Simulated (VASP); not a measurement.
All values below come from AM05 GGA, VASP's PBE PAW potentials (set 64) (plane waves; VASP 6.6.1).

Input for VASP

KPOINTS:
```
kpoints
0
G
7 7 7
```

**POSCAR**
```
Pt3Ti
1.0
  3.8909832931   0.0000000000   0.0000000000
  0.0000000000   3.8909832931   0.0000000000
  0.0000000000   0.0000000000   3.8909832931
Ti Pt
1 3
direct
  0.0000000000   0.0000000000   0.0000000000
  0.0000000000   0.5000000000   0.5000000000
  0.5000000000   0.0000000000   0.5000000000
  0.5000000000   0.5000000000   0.0000000000
```

INCAR:
```
# general
SYSTEM =Pt3Ti
PREC   =Accurate
ENCUT  =520   # plane-wave cut-off (eV)
LREAL  =.False.   # projection in real space or not
LASPH  =.True.

# electronic loop
EDIFF  =1E-6
NELM   =100   # most electronic steps
ALGO   =Normal
LMAXMIX=6   # l cut-off of mixed one-centre charges

# smearing
ISMEAR =1   # Methfessel-Paxton
SIGMA  =0.1   # width (eV)

# functional
GGA    =AM   # AM05

# ions
IBRION =2   # conjugate gradients
NSW    =60
ISIF   =3
EDIFFG =-0.02

# output
LWAVE  =.False.
LCHARG =.False.
```

POTCAR, in this order: Ti_sv Pt (PBE.64 set). Program: vasp_std.

What VASP printed:

**OSZICAR**
```
       N       E                     dE             d eps       ncg     rms          rms(c)
DAV:   1     0.388267945364E+03    0.38827E+03   -0.21425E+04  1000   0.182E+03
DAV:   2     0.717933581792E+00   -0.38755E+03   -0.37959E+03  1075   0.457E+02
DAV:   3    -0.338812419414E+02   -0.34599E+02   -0.33542E+02  1468   0.115E+02
DAV:   4    -0.349036731261E+02   -0.10224E+01   -0.10178E+01  1184   0.212E+01
DAV:   5    -0.349415713467E+02   -0.37898E-01   -0.37852E-01  1439   0.378E+00    0.235E+01
DAV:   6    -0.327847457514E+02    0.21568E+01   -0.20106E+01  1399   0.337E+01    0.133E+01
DAV:   7    -0.325865676613E+02    0.19818E+00   -0.27079E+01  1407   0.325E+01    0.107E+01
DAV:   8    -0.317281364010E+02    0.85843E+00   -0.18023E+00  1390   0.108E+01    0.464E+00
DAV:   9    -0.316652306946E+02    0.62906E-01   -0.22641E+00  1436   0.827E+00    0.270E+00
DAV:  10    -0.315855249376E+02    0.79706E-01   -0.53113E-01  1404   0.499E+00    0.264E-01
DAV:  11    -0.315884455631E+02   -0.29206E-02   -0.11362E-02  1355   0.827E-01    0.532E-01
DAV:  12    -0.315861420051E+02    0.23036E-02   -0.11796E-02  1421   0.643E-01    0.992E-02
DAV:  13    -0.315861398431E+02    0.21620E-05   -0.23762E-04  1164   0.121E-01    0.483E-02
DAV:  14    -0.315861559189E+02   -0.16076E-04   -0.88862E-05  1446   0.693E-02    0.610E-02
DAV:  15    -0.315861304471E+02    0.25472E-04   -0.83543E-05  1503   0.595E-02    0.115E-02
DAV:  16    -0.315861297757E+02    0.67136E-06   -0.48697E-06  1265   0.142E-02
   1 F= -.31586130E+02 E0= -.31585857E+02  d E =-.315861E+02
```

OUTCAR:
```
------------------------ aborting loop because EDIFF is reached ----------------------------------------
  FORCE on cell =-STRESS in cart. coord.  units (eV):
  Direction    XX          YY          ZZ          XY          YZ          ZX
  --------------------------------------------------------------------------------------
  Total       -0.0635153     -0.0635153     -0.0635153      0.0000000      0.0000000      0.0000000
  in kB       -1.7274707     -1.7274707     -1.7274707      0.0000000      0.0000000      0.0000000
  external PRESSURE =      -1.7274707 kB  Pullay stress =       0.0000000 kB
  volume of cell :       58.91
      direct lattice vectors                 reciprocal lattice vectors
     3.890983293  0.000000000  0.000000000     0.257004445  0.000000000  0.000000000
     0.000000000  3.890983293  0.000000000     0.000000000  0.257004445  0.000000000
     0.000000000  0.000000000  3.890983293     0.000000000  0.000000000  0.257004445
 POSITION                                       TOTAL-FORCE (eV/Angst)
 -----------------------------------------------------------------------------------
      0.00000      0.00000      0.00000         0.000000      0.000000      0.000000
      0.00000      1.94549      1.94549         0.000000      0.000000      0.000000
      1.94549      0.00000      1.94549         0.000000      0.000000      0.000000
      1.94549      1.94549      0.00000         0.000000      0.000000      0.000000
 -----------------------------------------------------------------------------------
    total drift:                                0.000000      0.000000     -0.000000
  FREE ENERGIE OF THE ION-ELECTRON SYSTEM (eV)
  ---------------------------------------------------
  free  energy   TOTEN  =       -31.5861297757 eV

  energy  without entropy=      -31.5853119015  energy(sigma->0) =      -31.58585715

 reached required accuracy - stopping structural energy minimisation
```
(Selected blocks of OUTCAR.)

The compound is Pt3Ti in the L1_2 structure. It was relaxed first. The start is the result of an earlier pass.
